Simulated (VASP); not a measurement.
## VASP 6.6.1 run: KMgI3

INCAR

```
LASPH = .TRUE.
ISMEAR = 2
PREC = Medium
NSW = 0
EDIFF = 1E-7
LWAVE = .FALSE.
IBRION = -1
NELM = 120
ENCUT = 520
NBANDS = 24
LCHARG = .FALSE.
ISIF = 2
GGA = PE
SIGMA = 0.2
LREAL = .FALSE.
```

KPOINTS

```
KPOINTS created by Atomic Simulation Environment
0
Gamma
4 4 4
0 0 0
```

POSCAR

```
K  Mg I
 1.0000000000000000
     5.8138566057811820   -0.0000000000000000    0.0000000000000000
    -0.0000000000000000    5.8138566057811820    0.0000000000000000
    -0.0000000000000000    0.0000000000000000    5.8138566057811820
 K   Mg  I
   1   1   3
Cartesian
 -0.0000000000000000 -0.0000000000000000  0.0000000000000000
  2.9069283028905910  2.9069283028905910  2.9069283028905910
  2.9069283028905910  2.9069283028905910  0.0000000000000000
  2.9069283028905910 -0.0000000000000000  2.9069283028905910
 -0.0000000000000000  2.9069283028905910  2.9069283028905910
```

The recommended PBE PAW datasets give the neutral cell 32 valence electrons.

Command

```
mpirun -np 1 vasp_std
```

Question: How does this run end, and what does it give?

Answer: It converged. Results: gap between bands v and c on the k mesh 1.21 eV; least direct gap on the k mesh 1.71 eV; pressure 0.4 GPa. Band v is the last that the valence electrons fill when counted band by band, and c is the next.

OSZICAR

```
N       E                     dE             d eps       ncg     rms          rms(c)
DAV:   1     0.185080732588E+03    0.18508E+03   -0.12234E+04   480   0.110E+03
DAV:   2     0.136290014178E+01   -0.18372E+03   -0.17581E+03   672   0.213E+02
DAV:   3    -0.126529946044E+02   -0.14016E+02   -0.13960E+02   664   0.553E+01
DAV:   4    -0.131754798882E+02   -0.52249E+00   -0.52207E+00   712   0.103E+01
DAV:   5    -0.131855094220E+02   -0.10030E-01   -0.10029E-01   752   0.128E+00    0.392E+00
DAV:   6    -0.128742130440E+02    0.31130E+00   -0.35398E-01   568   0.219E+00    0.270E+00
DAV:   7    -0.127924442805E+02    0.81769E-01   -0.34563E-01   616   0.220E+00    0.112E+00
DAV:   8    -0.127927896479E+02   -0.34537E-03   -0.26694E-02   656   0.747E-01    0.172E-01
DAV:   9    -0.127926499598E+02    0.13969E-03   -0.81373E-04   632   0.130E-01    0.668E-02
DAV:  10    -0.127927241595E+02   -0.74200E-04   -0.44890E-04   600   0.113E-01    0.176E-02
DAV:  11    -0.127927232535E+02    0.90597E-06   -0.29417E-05   704   0.226E-02    0.757E-03
DAV:  12    -0.127927224669E+02    0.78661E-06   -0.24746E-06   616   0.900E-03    0.284E-03
DAV:  13    -0.127927222950E+02    0.17193E-06   -0.29340E-07   544   0.300E-03    0.876E-04
DAV:  14    -0.127927222851E+02    0.99064E-08   -0.38196E-08   464   0.113E-03
   1 F= -.12792722E+02 E0= -.12792886E+02  d E =0.654854E-03
```

For comparison, a separate PBE run of the intended cell, on usual settings and not on those above, gives a gap of 1.21 eV on its mesh and a pressure of 0.4 GPa.
